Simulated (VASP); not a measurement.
# Sn2GeO3 (Pmmn) in VASP: relaxation of cell and atoms with PBE

Aim: the relaxation of cell and atoms of Sn2GeO3 with PBE.

Program: VASP 6.6.1. These are calculated values, not measurements. Logs are shortened: lines on timing, memory, paths and dates and some standing lists are left out, and cuts for length are marked.

**1. The crystal as given**

Symmetry: Pmmn, No. 59, orthorhombic system. The conventional cell has a = 3.806 Å, b = 11.285 Å, c = 4.759 Å, α = 90.00°, β = 90.00°, γ = 90.00°. Around Sn (site symmetry m) lie 4 O at 2.24 to 2.28 Å. Ge (site symmetry mm2) has 4 O at 2.08 to 2.13 Å as nearest neighbours. O (site symmetry m) is surrounded by 1 Ge at 2.08 Å and 3 Sn at 2.25 to 2.28 Å. O (site symmetry mm2) has 2 Ge at 2.13 Å and 2 Sn at 2.24 Å as nearest neighbours.

The cell was built by a generator and needn't be a form met in nature.

**2. Relaxation of cell and atoms, PBE**

File INCAR:

```
ALGO     = Normal         # electronic algorithm
EDIFF    = 1E-6           # SCF threshold, eV
EDIFFG   = -0.01          # ionic threshold
ENCUT    = 520            # plane-wave cutoff, eV
GGA      = PE             # functional
IBRION   = 2              # ionic algorithm
ISIF     = 3              # what is computed and relaxed
ISMEAR   = 0              # smearing method
KPAR     = 8            
LASPH    = T              # aspherical terms in the spheres
LCHARG   = F              # write CHGCAR
LREAL    = F              # projectors in reciprocal space
LWAVE    = F              # write WAVECAR
NELM     = 120            # most SCF steps
NSW      = 90             # ionic steps
PREC     = Accurate       # precision mode
SIGMA    = 0.1            # smearing width, eV
```

File KPOINTS:

```
k-points
0
Gamma
  8 4 6
```

File POSCAR:

```
Sn2GeO3
1.0
    3.8060000000      0.0000000000      0.0000000000
    0.0000000000     11.2850000000      0.0000000000
    0.0000000000      0.0000000000      4.7590000000
Sn Ge O
4 2 6
Direct
    0.0000000000      0.8350465200      0.7530993900
    0.0000000000      0.1649534800      0.7530993900
    0.5000000000      0.6649534800      0.2469006100
    0.5000000000      0.3350465200      0.2469006100
    0.0000000000      0.5000000000      0.7839882300
    0.5000000000      0.0000000000      0.2160117700
    0.0000000000      0.6610988000      0.9949569200
    0.0000000000      0.3389012000      0.9949569200
    0.0000000000      0.0000000000      0.0153393600
    0.5000000000      0.8389012000      0.0050430800
    0.5000000000      0.1610988000      0.0050430800
    0.5000000000      0.5000000000      0.9846606400
```

Potentials or basis: VASP PAW PBE potentials, release 64 (Sn_d, Ge_d, O).

The run is started by

```bash
$ cat potpaw_PBE.64/Sn_d/POTCAR potpaw_PBE.64/Ge_d/POTCAR potpaw_PBE.64/O/POTCAR > POTCAR
$ mpirun -np 8 vasp_std > vasp.out
```

OUTCAR:

```text
EDIFF = 1E-6
   EDIFFG = -0.01
   ENCUT = 520
   GGA = PE
   IBRION = 2
   ISIF = 3
   ISMEAR = 0
   LASPH = T
   LREAL = F
   NELM = 120
   NSW = 90
   PREC = Accurate

 ion  position               nearest neighbor table
   1  0.000  0.835  0.753-   9 2.24  10 2.25  10 2.25   7 2.28   3 3.58   3 3.58   3 3.62   3 3.62
                             2 3.72
   2  0.000  0.165  0.753-   9 2.24  11 2.25  11 2.25   8 2.28   4 3.58   4 3.58   4 3.62   4 3.62
                             1 3.72
   3  0.500  0.665  0.247-  12 2.24   7 2.25   7 2.25  10 2.28   1 3.58   1 3.58   1 3.62   1 3.62
                             4 3.72
   4  0.500  0.335  0.247-  12 2.24   8 2.25   8 2.25  11 2.28   2 3.58   2 3.58   2 3.62   2 3.62
                             3 3.72
   5  0.000  0.500  0.784-   7 2.08   8 2.08  12 2.13  12 2.13
   6  0.500  0.000  0.216-  10 2.08  11 2.08   9 2.13   9 2.13
   7  0.000  0.661  0.995-   5 2.08   3 2.25   3 2.25   1 2.28
   8  0.000  0.339  0.995-   5 2.08   4 2.25   4 2.25   2 2.28
   9  0.000  0.000  0.015-   6 2.13   6 2.13   1 2.24   2 2.24
  10  0.500  0.839  0.005-   6 2.08   1 2.25   1 2.25   3 2.28
  11  0.500  0.161  0.005-   6 2.08   2 2.25   2 2.25   4 2.28
  12  0.500  0.500  0.985-   5 2.13   5 2.13   3 2.24   4 2.24

  LATTYP: Found a simple orthorhombic cell.
 ALAT       =     3.8060000000
 B/A-ratio  =     1.2503941146
 C/A-ratio  =     2.9650551760

  Lattice vectors:

 A1 = (  -3.8060000000,   0.0000000000,   0.0000000000)
 A2 = (   0.0000000000,   0.0000000000,   4.7590000000)
 A3 = (   0.0000000000,  11.2850000000,   0.0000000000)

Analysis of symmetry for initial positions (statically):
=====================================================================
 Subroutine PRICEL returns:
 Original cell was already a primitive cell.

 Routine SETGRP: Setting up the symmetry group for a
 simple orthorhombic supercell.

 Subroutine GETGRP returns: Found  8 space group operations
 (whereof  4 operations were pure point group operations)
 out of a pool of  8 trial point group operations.

The static configuration has the point symmetry C_2v.
 The point group associated with its full space group is D_2h.

Analysis of symmetry for dynamics (positions and initial velocities):
=====================================================================
 Subroutine PRICEL returns:
 Original cell was already a primitive cell.

 Routine SETGRP: Setting up the symmetry group for a
 simple orthorhombic supercell.

 Subroutine GETGRP returns: Found  8 space group operations
 (whereof  4 operations were pure point group operations)
 out of a pool of  8 trial point group operations.

The dynamic configuration has the point symmetry C_2v.
 The point group associated with its full space group is D_2h.

 Subroutine INISYM returns: Found  8 space group operations
 (whereof  4 operations are pure point group operations),
 and found     1 'primitive' translations

----------------------------------------------------------------------------------------

                                     Primitive cell

  volume of cell :     204.4024

  direct lattice vectors                    reciprocal lattice vectors
     3.806000000  0.000000000  0.000000000     0.262743037  0.000000000  0.000000000
     0.000000000 11.285000000  0.000000000     0.000000000  0.088613203  0.000000000
     0.000000000  0.000000000  4.759000000     0.000000000  0.000000000  0.210128178

  length of vectors
     3.806000000 11.285000000  4.759000000     0.262743037  0.088613203  0.210128178

  position of ions in fractional coordinates (direct lattice)
     0.000000000  0.835046520  0.753099390
     0.000000000  0.164953480  0.753099390
     0.500000000  0.664953480  0.246900610
     0.500000000  0.335046520  0.246900610
     0.000000000  0.500000000  0.783988230
     0.500000000  0.000000000  0.216011770
     0.000000000  0.661098800  0.994956920
     0.000000000  0.338901200  0.994956920
     0.000000000  0.000000000  0.015339360
     0.500000000  0.838901200  0.005043080
     0.500000000  0.161098800  0.005043080
     0.500000000  0.500000000  0.984660640

  ion indices of the primitive-cell ions
   primitive index   ion index
                 1           1
                 2           2
                 3           3
                 4           4
                 5           5
                 6           6
                 7           7
                 8           8
                 9           9
                10          10
                11          11
                12          12

----------------------------------------------------------------------------------------

 KPOINTS: k-points

Automatic generation of k-mesh.
 Grid dimensions read from file:
 generate k-points for:    8    4    6

 Generating k-lattice:

  Cartesian coordinates                     Fractional coordinates (reciprocal lattice)
     0.032842880  0.000000000  0.000000000     0.125000000  0.000000000  0.000000000
     0.000000000  0.022153301  0.000000000     0.000000000  0.250000000  0.000000000
     0.000000000  0.000000000  0.035021363     0.000000000  0.000000000  0.166666667

  Length of vectors
     0.032842880  0.022153301  0.035021363

  Shift w.r.t. Gamma in fractional coordinates (k-lattice)
     0.000000000  0.000000000  0.000000000

 Subroutine IBZKPT returns following result:
 ===========================================

 Found     60 irreducible k-points:

 Following reciprocal coordinates:
            Coordinates               Weight
  0.000000  0.000000  0.000000      1.000000
  0.125000  0.000000  0.000000      2.000000
  0.250000  0.000000  0.000000      2.000000
  0.375000  0.000000  0.000000      2.000000
  0.500000  0.000000  0.000000      1.000000
  0.000000  0.250000  0.000000      2.000000
[... 16 lines left out ...]
  0.250000  0.250000  0.166667      8.000000
  0.375000  0.250000  0.166667      8.000000
 [... further k-points ...]
   k-points           NKPTS =     60   k-points in BZ     NKDIM =     60   number of bands    NBANDS=     72
   number of dos      NEDOS =    301   number of ions     NIONS =     12
   total plane-waves  NPLWV =  84672
   dimension x,y,z NGX =    28 NGY =   84 NGZ =   36
   dimension x,y,z NGXF=    56 NGYF=  168 NGZF=   72
   ions per type =               4   2   6
   NGX,Y,Z   is equivalent  to a cutoff of  12.23, 12.37, 12.58 a.u.
   NGXF,Y,Z  is equivalent  to a cutoff of  24.46, 24.75, 25.15 a.u.
 SYSTEM =  unknown system
   PREC   = accura    normal or accurate (medium, high low for compatibility)
   ISTART =      0    job   : 0-new  1-cont  2-samecut
   ICHARG =      2    charge: 1-file 2-atom 10-const
   ISPIN  =      1    spin polarized calculation?
   LNONCOLLINEAR =      F non collinear calculations
   LSORBIT =      F    spin-orbit coupling
   LASPH  =      T    aspherical Exc in radial PAW
   ENCUT  =  520.0 eV  38.22 Ry    6.18 a.u.   7.08 20.98  8.85*2*pi/ulx,y,z
   NELM   =    120;   NELMIN=  2; NELMDL= -5     # of ELM steps
   EDIFF  = 0.1E-05   stopping-criterion for ELM
   LREAL  =      F    real-space projection
   EDIFFG = -.1E-01   stopping-criterion for IOM
   NSW    =     90    number of steps for IOM
   IBRION =      2    ionic relax: 0-MD 1-quasi-New 2-CG
   NFREE  =      1    steps in history (QN), initial steepest desc. (CG)
   ISIF   =      3    stress and relaxation
   ISYM   =      2    0-nonsym 1-usesym 2-fastsym
   POTIM  = 0.5000    time-step for ionic-motion
   TEBEG  =    0.0;   TEEND  =   0.0 temperature during run
   PSTRESS=    0.0 pullay stress
   NELECT =     120.0000    total number of electrons
   NUPDOWN=      -1.0000    fix difference up-down
   EMIN   =  10.00;   EMAX   =-10.00  energy-range for DOS
   EFERMI =   0.00;   METHOD = LEGACY
   ISMEAR =     0;   SIGMA  =   0.10  broadening in eV -4-tet -1-fermi 0-gaus
   EFERMI_NEDOS =   21; number of points for ismear=-14 and -15
   IALGO  =     38    algorithm
   IMIX   =      4    mixing-type and parameters
     AMIX     =   0.40;   BMIX     =  1.00
     AMIX_MAG =   1.60;   BMIX_MAG =  1.00
  volume/ion in A,a.u.               =      17.03       114.95
  Fermi-wavevector in a.u.,A,eV,Ry     =   1.370797  2.590431 25.566505  1.879085
  Thomas-Fermi vector in A             =   2.496551
   LORBIT       =      0    0 simple, 1 ext, 2 COOP (PROOUT), +10 PAW based schemes
   GGA     = PE    functional components
   LHFCALC =     F    Hartree Fock is set to
   AEXX    =    0.0000 exact exchange contribution
   IVDW    =     0    specifies the selected vdW correction
   LEPSILON=     F    determine dielectric tensor
   LRPA    =     F    only Hartree local field effects (RPA)
 conjugate gradient relaxation of ions
 non-spin polarized calculation
 Gauss-broadening in eV      SIGMA  =   0.10
  energy-cutoff  :      520.00
  volume of cell :      204.40
 maximum number of plane-waves:      5536
   NGX = 15   NGY = 41   NGZ = 17

--------------------------------------- Ionic step        1  -------------------------------------------

 number of electron     119.9999942 magnetization

 Free energy of the ion-electron system (eV)
  ---------------------------------------------------
  ext. energy  EPLUGINS =         0.00000000
  ---------------------------------------------------
  free energy    TOTEN  =       -68.54069103 eV

  energy without entropy =      -68.54068923  energy(sigma->0) =      -68.54069013

------------------------ aborting loop because EDIFF is reached ----------------------------------------

  FORCE on cell =-STRESS in cart. coord.  units (eV):
  Direction    XX          YY          ZZ          XY          YZ          ZX
  --------------------------------------------------------------------------------------
  -------------------------------------------------------------------------------------
  Total        0.4640600      0.0307683      0.5841662      0.0000000      0.0000000      0.0000000
  in kB        3.6374634      0.2411725      4.5788981      0.0000000      0.0000000      0.0000000
  external PRESSURE =       2.8191780 kB  Pullay stress =       0.0000000 kB
[... 119 lines left out ...]
  FREE ENERGIE OF THE ION-ELECTRON SYSTEM (eV)
  ---------------------------------------------------
  free  energy   TOTEN  =       -68.5505794539 eV

  energy  without entropy=      -68.5505793566  energy(sigma->0) =      -68.55057941

 E-fermi :   6.0633     XC(G=0): -10.0330

 val. band max:        5.6964751190   @ k =   0.0000   0.2500   0.0000
 cond. band min:       6.4172589496   @ k =   0.5000   0.5000   0.0000
 fundamental gap:      0.7207838307
 Fermi energy:         6.0633453736

 k-point     1 :       0.0000    0.0000    0.0000
  band No.  band energies     occupation
      1     -18.9186      2.00000
      2     -18.9183      2.00000
      3     -18.8658      2.00000
      4     -18.8652      2.00000
      5     -18.8627      2.00000
      6     -18.8627      2.00000
[... 1789 lines left out ...]
     71      11.1424      0.00000
     72      11.2872      0.00000

 [... further k-points ...]

[... ionic steps 4 to 35 ...]

--------------------------------------- Ionic step       36  -------------------------------------------

 number of electron     120.0000031 magnetization

------------------------ aborting loop because EDIFF is reached ----------------------------------------
[... 87 lines left out ...]
--------------------------------------- Ionic step       38  -------------------------------------------

 number of electron     120.0000030 magnetization

 Free energy of the ion-electron system (eV)
  ---------------------------------------------------
  ext. energy  EPLUGINS =         0.00000000
  ---------------------------------------------------
  free energy    TOTEN  =       -68.57829759 eV

  energy without entropy =      -68.57829757  energy(sigma->0) =      -68.57829758

 E-fermi :   6.0110     XC(G=0):  -9.9907

 val. band max:        5.6841159080   @ k =   0.0000   0.5000   0.0000
 cond. band min:       6.3376563163   @ k =   0.5000   0.5000   0.0000
 fundamental gap:      0.6535404083
 Fermi energy:         6.0109749082

 k-point     1 :       0.0000    0.0000    0.0000
  band No.  band energies     occupation
      1     -18.9701      2.00000
      2     -18.9697      2.00000
      3     -18.9217      2.00000
      4     -18.9209      2.00000
      5     -18.9151      2.00000
      6     -18.9151      2.00000
[... 1830 lines left out ...]
  FREE ENERGIE OF THE ION-ELECTRON SYSTEM (eV)
  ---------------------------------------------------
  free  energy   TOTEN  =       -68.5782975933 eV

  energy  without entropy=      -68.5782975660  energy(sigma->0) =      -68.57829758

 reached required accuracy - stopping structural energy minimisation
```

Run time: 38 min. Hardware: 8 MPI ranks of Intel Xeon Platinum 8488C (Sapphire Rapids), shared host; peak memory 0.82 GiB.

Results:

* Free energy: -68.5783 eV
* Relaxed volume: 17.59 Å³/atom
* Relaxed cell: a = 3.990 Å, b = 10.748 Å, c = 4.921 Å, α = 90.00°, β = 90.00°, γ = 90.00°
* Space group after relaxing (to 0.05 Å): Pmmn (No. 59)
* Energy gained by relaxing: 3.1 meV/atom
* Ionic steps: 38
* Pressure after relaxing: 0.0 GPa
* Largest force after relaxing: 0.008 eV/Å
* Band gap on the k mesh: 0.65 eV, indirect (least direct gap 2.11 eV)

Forces on the atoms (eV/Å):
```
Sn   0.000  0.001  0.008
Sn   0.000 -0.001  0.008
Sn   0.000 -0.001 -0.008
Sn   0.000  0.001 -0.008
Ge   0.000  0.000 -0.002
Ge   0.000  0.000  0.002
O    0.000 -0.002 -0.001
O    0.000  0.002 -0.001
O    0.000  0.000  0.002
O    0.000  0.002  0.001
O    0.000 -0.002  0.001
O    0.000  0.000 -0.002
```

Step by step:
```
step  energy change (eV)  largest force (eV/Å)  pressure (GPa)  volume (Å³)
   1              0.0000                0.0968            0.28       204.40
   2             -0.0048                0.0728            0.15       205.29
   3             -0.0099                0.0764           -0.05       206.82
   4             -0.0084                0.1075           -0.42       209.90
   5             -0.0111                0.0825           -0.17       208.02
   6             -0.0149                0.0537            0.02       208.28
   7             -0.0180                0.1008            0.34       208.67
   8             -0.0183                0.1290            0.49       208.85
   9             -0.0207                0.0939            0.38       209.45
  10             -0.0237                0.0381           -0.05       211.26
  11             -0.0237                0.0381           -0.02       211.15
  12             -0.0240                0.0359           -0.01       211.20
  13             -0.0247                0.0303           -0.01       211.35
  14             -0.0259                0.0343            0.00       211.65
  15             -0.0265                0.0918           -0.06       212.24
  16             -0.0268                0.0914           -0.07       212.28
  17             -0.0277                0.0876           -0.06       212.38
  18             -0.0293                0.0818           -0.05       212.58
  19             -0.0315                0.0726           -0.11       212.96
  20             -0.0316                0.1005           -0.18       213.66
  21             -0.0323                0.0841           -0.15       213.28
  22             -0.0349                0.0453           -0.06       212.83
  23             -0.0361                0.0197            0.01       212.33
  24             -0.0362                0.0177            0.00       212.28
  25             -0.0365                0.0128           -0.06       212.22
  26             -0.0367                0.0190           -0.14       212.15
  27             -0.0369                0.0203           -0.06       211.91
  28             -0.0369                0.0276            0.00       211.69
  29             -0.0371                0.0213            0.03       211.60
  30             -0.0373                0.0137            0.00       211.38
  31             -0.0372                0.0267            0.00       210.93
  32             -0.0374                0.0143            0.00       211.20
  33             -0.0374                0.0108            0.01       211.13
  34             -0.0375                0.0156            0.04       211.02
  35             -0.0375                0.0125           -0.05       211.11
  36             -0.0375                0.0125           -0.05       211.10
  37             -0.0376                0.0110           -0.04       211.08
  38             -0.0376                0.0084           -0.04       211.03
```

Final structure:
```
Sn Ge O
1.0
     3.98985    0.00000    0.00000
     0.00000   10.74837    0.00000
     0.00000    0.00000    4.92084
Sn Ge O
4 2 6
Direct
  0.00000 0.83404 0.75903
  0.00000 0.16596 0.75903
  0.50000 0.66596 0.24097
  0.50000 0.33404 0.24097
  0.00000 0.50000 0.79728
  0.50000 0.00000 0.20272
  0.00000 0.66072 0.01660
  0.00000 0.33928 0.01660
  0.00000 0.00000 0.02604
  0.50000 0.83928 0.98340
  0.50000 0.16072 0.98340
  0.50000 0.50000 0.97396
```

Levels at points of the mesh, in eV from the valence-band top:
```
           k point  band 58  band 59  band 60  band 61  band 62  band 63
(0.00, 0.00, 0.00)    -0.73    -0.51    -0.10     2.01     2.65     2.83
(0.50, 0.00, 0.00)    -1.94    -1.86    -1.86     1.40     1.40     1.68
(0.00, 0.50, 0.00)    -2.13     0.00     0.00     2.55     2.55     3.11
(0.50, 0.50, 0.00)    -2.14    -1.67    -1.67     0.65     0.65     2.74
(0.00, 0.00, 0.50)    -1.55    -1.32    -1.25     1.70     1.94     2.27
(0.50, 0.00, 0.50)    -1.92    -1.46    -1.46     2.48     2.48     3.17
(0.00, 0.50, 0.50)    -1.79    -1.30    -1.30     2.43     2.43     2.68
(0.50, 0.50, 0.50)    -1.63    -1.54    -1.54     2.61     2.61     2.74
```

Caveat: spin-orbit coupling is left out, which moves the levels of the heavy elements.
